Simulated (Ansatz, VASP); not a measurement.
# One calculation of YBe2Al2Au, two programs

Contents of INCAR:

```
SYSTEM = YBe2Al2Au
PREC = Accurate ; ENCUT = 600
EDIFF = 1E-6 ; ISMEAR = 0
SIGMA = 0.1 ; LREAL = .False.
LASPH = .True. ; NELM = 100
ALGO = Normal ; ISIF = 3
LWAVE = .False. ; LCHARG = .False.
GGA = PE ; IBRION = 2
NSW = 100 ; EDIFFG = -0.01
```

Contents of KPOINTS:

```
Automatic mesh
0
Gamma
  8 8 8
  0 0 0
```

POSCAR

```
YBe2Al2Au
1.0
    4.3732560868      0.0000000000      0.0000000000
    0.0000000000      4.3732560868      0.0000000000
    0.0000000000      0.0000000000      5.6915866712
Y Be Al Au
1 2 2 1
Direct
    0.0000000000      0.0000000000      0.5000000000
    0.0000000000      0.5000000000      0.0000000000
    0.5000000000      0.0000000000      0.0000000000
    0.5000000000      0.5000000000      0.2652861849
    0.5000000000      0.5000000000      0.7347138151
    0.0000000000      0.0000000000      0.0000000000
```

Input for Ansatz:

```yaml
crystal:
  lattice:
    - [4.3732560868, 0.0, 0.0]
    - [0.0, 4.3732560868, 0.0]
    - [0.0, 0.0, 5.6915866712]
  atoms:
    - { symbol: "Y", position: [0.0, 0.0, 0.5] }
    - { symbol: Be, position: [0.0, 0.5, 0.0] }
    - { symbol: Be, position: [0.5, 0.0, 0.0] }
    - { symbol: Al, position: [0.5, 0.5, 0.2652861849] }
    - { symbol: Al, position: [0.5, 0.5, 0.7347138151] }
    - { symbol: Au, position: [0.0, 0.0, 0.0] }
basis:
  ecutwfc: 420
kpoints:
  mp_grid: { grid: [8, 8, 8] }
hamiltonian:
  xc: pbe
scf:
  occupations: { method: gaussian, width: 0.1 }
output:
  forces: true
  stress: true
  eigenvalues: true
  write_density: true
  write_potential: true
  elf: true
  volumetric_format: npy
relax:
  adjacent_minimum: "off"
  f_tol: 0.01
  max_steps: 80
  cell: { stress_tol: 0.05 }
```

Change from the starting cell: species swapped into the DyCr2Si2C type (P4/mmm, No. 123).

Alike in both runs: task relaxation of cell and atoms; functional PBE; k mesh 8 × 8 × 8; occupations gaussian, width 0.1 eV; no spin polarisation.

```csv
,VASP,Ansatz
version,VASP 6.6.1,Ansatz 0.2.0
potentials or method,"VASP PAW PBE potentials, release 64 (Y_sv, Be, Al, Au)","scalar-relativistic, plane waves, PAW"
plane-wave cutoff (eV),600,420
valence electrons in the cell,32,40
```

|  | VASP | Ansatz | Ansatz less VASP |
| --- | --- | --- | --- |
| gap on the k mesh at the Fermi level, each at its own relaxed structure (eV) | none | none | - |
| relaxed volume (Å³/atom) | 18.20 | 18.22 | +0.015 |
| relaxed cell length with the largest relative difference (Å) | 5.698 | 5.701 | +0.0038 |

A gap of «none» marks a metal or a gap that the smearing closes. The two sets of potentials don't hold the same shells in valence.

Spin-orbit coupling is left out, which matters for the levels of Au.
